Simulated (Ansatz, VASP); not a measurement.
# Ir (Ir wire along [100], 25 atoms a period): VASP beside Ansatz, part 2 of 2

Wanted: the spread between two codes on one cell, functional and k mesh. The structure shown is the end of the Ansatz relaxation below.

VASP 6.6.1 and Ansatz 0.2.0.

So far: The starting structure; Ansatz: relaxation, PBE.

**3. VASP: single point, PBE**

Level of this step: PBE; plane waves and PAW (Ir) (VASP).

The same cell, functional, mesh and smearing now go to VASP, with its own data sets.

Lines of VASP's logs that name or quote its potential files are left out, and so is its time.

The input, INCAR:

```
SYSTEM = Ir
PREC = Accurate
ENCUT = 500
EDIFF = 1E-06
NELM = 120
ISMEAR = -1
SIGMA = 0.05
LREAL = .FALSE.
ALGO = Normal
GGA = PE
NBANDS = 132
LASPH = .TRUE.
LORBIT = 11
LWAVE = .FALSE.
LCHARG = .FALSE.
ISIF = 2
GGA_COMPAT = .FALSE.
KPAR = 4
```

The input, POSCAR:

```
Ir
1.0
   14.5400000000      0.0000000000      0.0000000000
    0.0000000000     14.5400000000      0.0000000000
    0.0000000000      0.0000000000      3.7531351221
Ir
25
Direct
    0.2402919137      0.2402919137      0.0000000000
    0.2385471130      0.5000000000      0.0000000000
    0.2402919137      0.7597080863      0.0000000000
    0.3661278464      0.3661278464      0.0000000000
    0.3661278464      0.6338721536      0.0000000000
    0.5000000000      0.2385471130      0.0000000000
    0.5000000000      0.5000000000      0.0000000000
    0.5000000000      0.7614528870      0.0000000000
    0.6338721536      0.3661278464      0.0000000000
    0.6338721536      0.6338721536      0.0000000000
    0.7597080863      0.2402919137      0.0000000000
    0.7614528870      0.5000000000      0.0000000000
    0.7597080863      0.7597080863      0.0000000000
    0.2378960626      0.3673520387      0.5000000000
    0.2378960626      0.6326479613      0.5000000000
    0.3673520387      0.2378960626      0.5000000000
    0.3669806367      0.5000000000      0.5000000000
    0.3673520387      0.7621039374      0.5000000000
    0.5000000000      0.3669806367      0.5000000000
    0.5000000000      0.6330193633      0.5000000000
    0.6326479613      0.2378960626      0.5000000000
    0.6330193633      0.5000000000      0.5000000000
    0.6326479613      0.7621039374      0.5000000000
    0.7621039374      0.3673520387      0.5000000000
    0.7621039374      0.6326479613      0.5000000000
```

The input, KPOINTS:

```
Automatic mesh
0
Gamma
1 1 21
0 0 0
```

The projector-augmented-wave data sets are Ir (PBE family, release 64).

Command:

```bash
> mpirun -np 4 vasp_std
```

Numbers of over 12 decimals in the logs are rounded to 6 here.

The log of the run:

```text
[banner, memory and clock lines left out]
running    4 mpi-ranks, on    1 nodes
 distrk:  each k-point on    1 cores,    4 groups
 distr:  one band on    1 cores,    1 groups

 POSCAR found type information on POSCAR Ir
 POSCAR found :  1 types and      25 ions
|                                                                             |
|               ----> ADVICE to this user running VASP <----                  |
|                                                                             |
|     You have a (more or less) 'large supercell' and for larger cells it     |
|     might be more efficient to use real-space projection operators.         |
|     Therefore, try LREAL= Auto in the INCAR file.                           |
|     Mind: For very accurate calculation, you might also keep the            |
|     reciprocal projection scheme (i.e. LREAL=.FALSE.).                      |
|                                                                             |

 LDA part: xc-table for (Slater+PW92), standard interpolation
 POSCAR, INCAR and KPOINTS ok, starting setup
 FFT: planning ... GRIDC
 FFT: planning ... GRID_SOFT
 FFT: planning ... GRID
 WAVECAR not read
 entering main loop
       N       E                     dE             d eps       ncg     rms          rms(c)
DAV:   1     0.223903532220E+04    0.22390E+04   -0.90740E+04  2912   0.147E+03
DAV:   2     0.490956748477E+02   -0.21899E+04   -0.20872E+04  2920   0.459E+02
DAV:   3    -0.185344755768E+03   -0.23444E+03   -0.21631E+03  4064   0.132E+02
DAV:   4    -0.206499602414E+03   -0.21155E+02   -0.19858E+02  4296   0.368E+01
DAV:   5    -0.207848917690E+03   -0.13493E+01   -0.12976E+01  4672   0.715E+00    0.663E+01
DAV:   6    -0.199046616796E+03    0.88023E+01   -0.39980E+01  4744   0.285E+01    0.376E+01
DAV:   7    -0.245638942166E+03   -0.46592E+02   -0.25066E+02  5568   0.817E+01    0.546E+01
DAV:   8    -0.195371690766E+03    0.50267E+02   -0.86853E+01  5648   0.556E+01    0.149E+01
DAV:   9    -0.195937538278E+03   -0.56585E+00   -0.35622E+01  4960   0.241E+01    0.107E+01
DAV:  10    -0.194821971831E+03    0.11156E+01   -0.57361E+00  5144   0.122E+01    0.342E+00
DAV:  11    -0.194854523478E+03   -0.32552E-01   -0.14719E+00  5120   0.593E+00    0.414E+00
DAV:  12    -0.194719480295E+03    0.13504E+00   -0.37217E-01  5104   0.318E+00    0.161E+00
DAV:  13    -0.194716318158E+03    0.31621E-02   -0.81436E-02  4976   0.147E+00    0.951E-01
DAV:  14    -0.194707539689E+03    0.87785E-02   -0.55582E-02  5128   0.128E+00    0.397E-01
DAV:  15    -0.194706529122E+03    0.10106E-02   -0.99578E-03  5136   0.524E-01    0.250E-01
DAV:  16    -0.194706173058E+03    0.35606E-03   -0.20267E-03  4936   0.257E-01    0.165E-01
DAV:  17    -0.194706503110E+03   -0.33005E-03   -0.72400E-04  4120   0.956E-02    0.487E-02
DAV:  18    -0.194706952796E+03   -0.44969E-03   -0.53167E-04  4680   0.798E-02    0.808E-02
DAV:  19    -0.194707395152E+03   -0.44236E-03   -0.21475E-04  3944   0.726E-02    0.258E-02
DAV:  20    -0.194707564588E+03   -0.16944E-03   -0.85169E-05  4296   0.272E-02    0.146E-02
DAV:  21    -0.194707641648E+03   -0.77059E-04   -0.32332E-05  3384   0.163E-02    0.683E-03
DAV:  22    -0.194707643897E+03   -0.22497E-05   -0.81851E-06  2800   0.848E-03    0.363E-03
DAV:  23    -0.194707642649E+03    0.12483E-05   -0.19561E-06  2304   0.538E-03    0.325E-03
DAV:  24    -0.194707642823E+03   -0.17402E-06   -0.71902E-07  1984   0.269E-03
   1 F= -.19470764E+03 E0= -.19455033E+03  d E =-.314617E+00
```

OUTCAR, selected parts (step 3):

```text
ion  position               nearest neighbor table
   1  0.240  0.240  0.000-   4 2.59  14 2.63  16 2.63  14 2.63  16 2.63
   2  0.239  0.500  0.000-  17 2.65  17 2.65   4 2.69   5 2.69  14 2.69  14 2.69  15 2.69  15 2.69

  LATTYP: Found a simple tetragonal cell.
 ALAT       =    14.5400000000
 C/A-ratio  =     0.2581248365

 Subroutine GETGRP returns: Found 16 space group operations
 (whereof 16 operations were pure point group operations)

The static configuration has the point symmetry D_4h.

 Found     11 irreducible k-points:

   k-points           NKPTS =     11   k-points in BZ     NKDIM =     11   number of bands    NBANDS=    132

   dimension x,y,z NGX =   108 NGY =  108 NGZ =   28
   dimension x,y,z NGXF=   216 NGYF=  216 NGZF=   56

   ENCUT  =  500.0 eV  36.75 Ry    6.06 a.u.  26.51 26.51  6.84*2*pi/ulx,y,z

   NELECT =     225.0000    total number of electrons

 k-points in reciprocal lattice and weights: Automatic mesh
   0.00000000  0.00000000  0.00000000       0.048
   0.00000000  0.00000000  0.04761905       0.095
   0.00000000  0.00000000  0.09523810       0.095
   0.00000000  0.00000000  0.14285714       0.095
   0.00000000  0.00000000  0.19047619       0.095
   0.00000000  0.00000000  0.23809524       0.095
   0.00000000  0.00000000  0.28571429       0.095
   0.00000000  0.00000000  0.33333333       0.095
   0.00000000  0.00000000  0.38095238       0.095
   0.00000000  0.00000000  0.42857143       0.095
   0.00000000  0.00000000  0.47619048       0.095

 average (electrostatic) potential at core
       1 -56.1650       2 -56.6942       3 -56.1650       4 -57.6019       5 -57.6019
       6 -56.6942       7 -57.2971       8 -56.6942       9 -57.6019      10 -57.6019
      11 -56.1650      12 -56.6942      13 -56.1650      14 -56.7357      15 -56.7357
      16 -56.7357      17 -57.4341      18 -56.7357      19 -57.4341      20 -57.4341
      21 -56.7357      22 -57.4341      23 -56.7357      24 -56.7357      25 -56.7357

 E-fermi :   1.7706

 k-point     1 :       0.0000    0.0000    0.0000
  band No.  band energies     occupation
    ...
    106       1.4261      1.99797
    107       1.6583      1.80869
    108       1.7705      1.00118
    109       1.8235      0.51525
    110       1.8235      0.51525
    111       1.8336      0.44178
    112       1.9051      0.12720
    113       1.9588      0.04536
    114       1.9588      0.04536
    115       2.0138      0.01532
    ...

 k-point     2 :       0.0000    0.0000    0.0476
  band No.  band energies     occupation
    ...
    107       1.6440      1.85283
    108       1.6443      1.85184
    109       1.6592      1.80547
    110       1.7913      0.79589
    111       1.7913      0.79589
    112       1.8745      0.22240
    113       1.9126      0.11043
    114       1.9126      0.11043
    115       1.9633      0.04151
    116       2.0898      0.00337
    ...

 k-point     3 :       0.0000    0.0000    0.0952
  band No.  band energies     occupation
    ...
    108       1.5956      1.94137
    109       1.6607      1.80015
    110       1.7176      1.48562
    111       1.7176      1.48562
    112       1.7862      0.84496
    113       1.8263      0.49456
    114       1.8663      0.25725
    115       1.8663      0.25725
    116       2.0788      0.00420
    117       2.1406      0.00122
    ...

  Total        1.6449062      1.6449062      1.4327793      0.0000000     -0.0000000     -0.0000000
  in kB        3.3214576      3.3214576      2.8931229      0.0000000     -0.0000000     -0.0000000
  external PRESSURE =       3.1786794 kB  Pullay stress =       0.0000000 kB

  energy-cutoff  :      500.00
  volume of cell :      793.46
      direct lattice vectors                 reciprocal lattice vectors
    14.540000000  0.000000000  0.000000000     0.068775791  0.000000000  0.000000000
     0.000000000 14.540000000  0.000000000     0.000000000  0.068775791  0.000000000
     0.000000000  0.000000000  3.753135122     0.000000000  0.000000000  0.266443911

 POSITION                                       TOTAL-FORCE (eV/Angst)
 -----------------------------------------------------------------------------------
      3.49384      3.49384      0.00000        -0.045898     -0.045898      0.000000
      3.46848      7.27000      0.00000        -0.061146     -0.000000      0.000000
      3.49384     11.04616      0.00000        -0.045898      0.045898      0.000000
      5.32350      5.32350      0.00000         0.018223      0.018223      0.000000
      5.32350      9.21650      0.00000         0.018223     -0.018223      0.000000
      7.27000      3.46848      0.00000         0.000000     -0.061146      0.000000
      7.27000      7.27000      0.00000         0.000000     -0.000000      0.000000
      7.27000     11.07152      0.00000         0.000000      0.061146     -0.000000
      9.21650      5.32350      0.00000        -0.018223      0.018223     -0.000000
      9.21650      9.21650      0.00000        -0.018223     -0.018223      0.000000
     11.04616      3.49384      0.00000         0.045898     -0.045898     -0.000000
     11.07152      7.27000      0.00000         0.061146     -0.000000      0.000000
     11.04616     11.04616      0.00000         0.045898      0.045898      0.000000
      3.45901      5.34130      1.87657        -0.072908      0.017022     -0.000000
      3.45901      9.19870      1.87657        -0.072908     -0.017022      0.000000
      5.34130      3.45901      1.87657         0.017022     -0.072908      0.000000
      5.33590      7.27000      1.87657         0.016518     -0.000000     -0.000000
      5.34130     11.08099      1.87657         0.017022      0.072908      0.000000
      7.27000      5.33590      1.87657         0.000000      0.016518     -0.000000
      7.27000      9.20410      1.87657         0.000000     -0.016518     -0.000000
      9.19870      3.45901      1.87657        -0.017022     -0.072908      0.000000
      9.20410      7.27000      1.87657        -0.016518     -0.000000      0.000000
      9.19870     11.08099      1.87657        -0.017022      0.072908     -0.000000
     11.08099      5.34130      1.87657         0.072908      0.017022      0.000000
     11.08099      9.19870      1.87657         0.072908     -0.017022     -0.000000
 -----------------------------------------------------------------------------------
    total drift:                                0.000000      0.000000     -0.000000

  FREE ENERGIE OF THE ION-ELECTRON SYSTEM (eV)
  ---------------------------------------------------
  free  energy   TOTEN  =      -194.7076428230 eV

  energy  without entropy=     -194.3930262432  energy(sigma->0) =     -194.55033453

 total charge
# of ion       s       p       d       tot
------------------------------------------
    1        0.661   0.319   7.062   8.043
    2        0.669   0.551   6.953   8.173
    3        0.661   0.319   7.062   8.043
    4        0.693   0.787   6.976   8.455
    5        0.693   0.787   6.976   8.455
    6        0.669   0.551   6.953   8.173
    7        0.680   0.745   7.010   8.435
    8        0.669   0.551   6.953   8.173
    9        0.693   0.787   6.976   8.455
   10        0.693   0.787   6.976   8.455
   11        0.661   0.319   7.062   8.043
   12        0.669   0.551   6.953   8.173
   13        0.661   0.319   7.062   8.043
   14        0.670   0.559   6.962   8.191
   15        0.670   0.559   6.962   8.191
   16        0.670   0.559   6.962   8.191
   17        0.686   0.759   6.987   8.432
   18        0.670   0.559   6.962   8.191
   19        0.686   0.759   6.987   8.432
   20        0.686   0.759   6.987   8.432
   21        0.670   0.559   6.962   8.191
   22        0.686   0.759   6.987   8.432
   23        0.670   0.559   6.962   8.191
   24        0.670   0.559   6.962   8.191
   25        0.670   0.559   6.962   8.191
--------------------------------------------------
tot         16.873  14.877 174.620 206.371

[... 3 further parts left out ...]
```

This run has no spin polarisation. Its electron count is odd, so without a moment it is a metal by construction.

**4. Differences**

Known differences besides the potentials themselves: the data sets hold 425 valence electrons in Ansatz (on its PAW soft_1 files) and 225 in VASP; the cutoff is 420 eV in Ansatz and 500 eV in VASP; Ansatz's pressure holds a Pulay correction, VASP's none. Total energies have different zeros and are not compared.

Compared:

```
      quantity  Ansatz  VASP  difference
pressure (GPa)    0.00  0.32       -0.31
```

Forces on 7 of the 25 atoms, those with the largest forces and the largest differences (eV/Å; atoms numbered as in POSCAR):

```
atom         Ansatz x, y, z           VASP x, y, z
Ir14   -0.005, 0.008, 0.000   -0.073, 0.017, 0.000
Ir15  -0.005, -0.008, 0.000  -0.073, -0.017, 0.000
Ir16   0.008, -0.005, 0.000   0.017, -0.073, 0.000
Ir21  -0.008, -0.005, 0.000  -0.017, -0.073, 0.000
Ir23   -0.008, 0.005, 0.000   -0.017, 0.073, 0.000
Ir24    0.005, 0.008, 0.000    0.073, 0.017, 0.000
Ir25   0.005, -0.008, 0.000   0.073, -0.017, 0.000
```

The forces differ by 30 meV/Å r.m.s., where the r.m.s. force is 0.005 eV/Å in Ansatz and 0.033 eV/Å in VASP: the atoms lie near their places of rest in Ansatz, so a percentage would say little (all taken over all components).

**5. What came out**

| Property | Result |
| --- | --- |
| r.m.s. force difference (single point, PBE) | 30 meV/Å |

**Reading.** The r.m.s. force difference is 30 meV/Å (single point, PBE), beyond the 12 meV/Å picked in this series as the mark of a large difference. The data sets hold unlike numbers of valence electrons (425 in Ansatz and 225 in VASP), so part of the differences comes from the potentials. What causes the difference of the single point, PBE pair stays open here. How closely two codes agree says nothing of how well the functional describes the real material.

[Lines on the potential files, build, host, timing and source positions are cut from VASP's logs without a mark.]

[Logs are printed without paths, hosts, clocks, repeated set-up lines and the standing remarks that a program may print on its own settings, such as how far it seeks lower states.]

[Hosts, paths, dates, database ids (printed as entryN), source tags and the programs' standing remarks are cut or masked in the printed files.]
